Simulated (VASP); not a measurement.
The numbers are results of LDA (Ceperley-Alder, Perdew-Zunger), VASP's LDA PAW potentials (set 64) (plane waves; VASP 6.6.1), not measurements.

A VASP calculation is set up with these files.

File POSCAR:
```
Ni3Si
1
    3.3547263499     0.0000000000     0.0000000000
    0.0000000000     3.3547263499     0.0000000000
    0.0000000000     0.0000000000     3.3547263499
Si Ni
1 3
Direct
  0.0000000000   0.0000000000   0.0000000000
  0.0000000000   0.5000000000   0.5000000000
  0.5000000000   0.0000000000   0.5000000000
  0.5000000000   0.5000000000   0.0000000000
```

### KPOINTS
```
K-points
0
G
  9 9 9
```

### INCAR
```
# general
SYSTEM  = Ni3Si
PREC    = Accurate
ENCUT   = 500
LREAL   = .False.
LASPH   = .True.

# electronic loop
EDIFF   = 1E-6
NELM    = 100
ALGO    = Normal
LMAXMIX = 4

# smearing
ISMEAR  = 1
SIGMA   = 0.1

# ions
IBRION  = 2
NSW     = 40
ISIF    = 3
EDIFFG  = -0.02
PSTRESS = 300

# output
LWAVE   = .False.
LCHARG  = .False.
```

POTCAR, in this order: Si Ni (LDA.64 set). Program: vasp_std.

The resulting files:

**OSZICAR**
```
       N       E                     dE             d eps       ncg     rms          rms(c)
DAV:   1     0.201998577971E+03    0.20200E+03   -0.15359E+04  1470   0.220E+03
DAV:   2    -0.200773929577E+02   -0.22208E+03   -0.21433E+03  1470   0.381E+02
DAV:   3    -0.314878407562E+02   -0.11410E+02   -0.11022E+02  1608   0.117E+02
DAV:   4    -0.317465971733E+02   -0.25876E+00   -0.25748E+00  1735   0.157E+01
DAV:   5    -0.317556637941E+02   -0.90666E-02   -0.90647E-02  1781   0.280E+00    0.232E+01
DAV:   6    -0.305357794835E+02    0.12199E+01   -0.49806E+01  1681   0.122E+02    0.145E+01
DAV:   7    -0.279051479503E+02    0.26306E+01   -0.14093E+01  1623   0.659E+01    0.553E+00
DAV:   8    -0.277947386954E+02    0.11041E+00   -0.58021E-01  1752   0.738E+00    0.152E+00
DAV:   9    -0.277771571182E+02    0.17582E-01   -0.29501E-02  2124   0.244E+00    0.589E-01
DAV:  10    -0.277745851583E+02    0.25720E-02   -0.36472E-03  1984   0.500E-01    0.229E-01
DAV:  11    -0.277741800831E+02    0.40508E-03   -0.65430E-04  2283   0.334E-01    0.618E-02
DAV:  12    -0.277741726715E+02    0.74116E-05   -0.10458E-04  1755   0.133E-01    0.167E-02
DAV:  13    -0.277741722638E+02    0.40777E-06   -0.72550E-06  1648   0.218E-02
   1 F= -.20704782E+02 E0= -.20705048E+02  d E =-.207048E+02
       N       E                     dE             d eps       ncg     rms          rms(c)
DAV:   1    -0.311543558246E+02   -0.33802E+01   -0.52579E+01  1505   0.117E+02    0.188E+01
DAV:   2    -0.290152746629E+02    0.21391E+01   -0.39039E+01  1645   0.114E+02    0.945E+00
DAV:   3    -0.271795242507E+02    0.18358E+01   -0.90045E+00  1605   0.550E+01    0.315E+00
DAV:   4    -0.270552904867E+02    0.12423E+00   -0.34344E-01  1786   0.618E+00    0.126E+00
DAV:   5    -0.270342566757E+02    0.21034E-01   -0.18333E-02  2145   0.184E+00    0.528E-01
DAV:   6    -0.270321733247E+02    0.20834E-02   -0.48414E-03  1637   0.724E-01    0.108E-01
DAV:   7    -0.270321789545E+02   -0.56299E-05   -0.38827E-04  1663   0.208E-01    0.508E-02
DAV:   8    -0.270321772746E+02    0.16799E-05   -0.65091E-05  1664   0.576E-02    0.158E-02
DAV:   9    -0.270321757669E+02    0.15077E-05   -0.23278E-05  1771   0.777E-02    0.766E-03
DAV:  10    -0.270321751101E+02    0.65683E-06   -0.22795E-06  1053   0.282E-02
   2 F= -.20563193E+02 E0= -.20563506E+02  d E =0.141589E+00
       N       E                     dE             d eps       ncg     rms          rms(c)
DAV:   1    -0.297556331268E+02   -0.27235E+01   -0.26183E+01  1495   0.890E+01    0.128E+01
DAV:   2    -0.291026947305E+02    0.65294E+00   -0.25400E+01  1672   0.864E+01    0.812E+00
DAV:   3    -0.276713915488E+02    0.14313E+01   -0.57203E+00  1658   0.439E+01    0.250E+00
DAV:   4    -0.276348371782E+02    0.36554E-01   -0.22884E-01  1572   0.399E+00    0.130E+00
DAV:   5    -0.276199550912E+02    0.14882E-01   -0.29504E-02  1874   0.292E+00    0.325E-01
DAV:   6    -0.276191418770E+02    0.81321E-03   -0.39379E-03  1615   0.772E-01    0.700E-02
DAV:   7    -0.276191956448E+02   -0.53768E-04   -0.19041E-04  2287   0.123E-01    0.428E-02
DAV:   8    -0.276191982665E+02   -0.26217E-05   -0.42277E-06  1546   0.185E-02    0.686E-03
DAV:   9    -0.276191986007E+02   -0.33427E-06   -0.16346E-06  1221   0.138E-02
   3 F= -.20738476E+02 E0= -.20738755E+02  d E =-.336942E-01
```

OUTCAR:
```
------------------------ aborting loop because EDIFF is reached ----------------------------------------
  FORCE on cell =-STRESS in cart. coord.  units (eV):
  Direction    XX          YY          ZZ          XY          YZ          ZX
  --------------------------------------------------------------------------------------
  Total        6.8483272      6.8483272      6.8483272      0.0000000      0.0000000      0.0000000
  in kB      298.5875571    298.5875571    298.5875571      0.0000000      0.0000000      0.0000000
  external PRESSURE =      -1.4124429 kB  Pullay stress =     300.0000000 kB
  volume of cell :       36.75
      direct lattice vectors                 reciprocal lattice vectors
     3.324613208 -0.000000000  0.000000000     0.300786870 -0.000000000  0.000000000
     0.000000000  3.324613208  0.000000000     0.000000000  0.300786870  0.000000000
    -0.000000000 -0.000000000  3.324613208    -0.000000000 -0.000000000  0.300786870
 POSITION                                       TOTAL-FORCE (eV/Angst)
 -----------------------------------------------------------------------------------
      0.00000      0.00000      0.00000         0.000000      0.000000      0.000000
      0.00000      1.66231      1.66231        -0.000000     -0.000000      0.000000
      1.66231     -0.00000      1.66231         0.000000     -0.000000      0.000000
      1.66231      1.66231      0.00000         0.000000      0.000000      0.000000
 -----------------------------------------------------------------------------------
    total drift:                                0.000000     -0.000000     -0.000000
  FREE ENERGIE OF THE ION-ELECTRON SYSTEM (eV)
  ---------------------------------------------------
  free  energy   TOTEN  =       -27.6191986007 eV

  energy  without entropy=      -27.6200371237  energy(sigma->0) =      -27.61947811
  enthalpy is  TOTEN    =       -20.7384759879 eV   P V=        6.8807226128

 reached required accuracy - stopping structural energy minimisation
```
(Selected blocks of OUTCAR.)

**CONTCAR**
```
Ni3Si
   1.00000000000000
     3.3246132083675488   -0.0000000000000000    0.0000000000000000
     0.0000000000000000    3.3246132083675488    0.0000000000000000
    -0.0000000000000000   -0.0000000000000000    3.3246132083675488
  Si              Ni
     1     3
Direct
     0.0000000000000000    0.0000000000000000    0.0000000000000000
     0.0000000000000000    0.5000000000000000    0.5000000000000000
     0.5000000000000000    0.0000000000000000    0.5000000000000000
     0.5000000000000000    0.5000000000000000    0.0000000000000000
```

Energy and stress use the plane-wave basis of the starting cell.

The compound is Ni3Si in the L1_2 structure. This run relaxes it under an external pressure of 30 GPa. Symmetry was kept, so distortions that lower it aren't found. The run is not spin-polarised, so no magnetic state was tried.
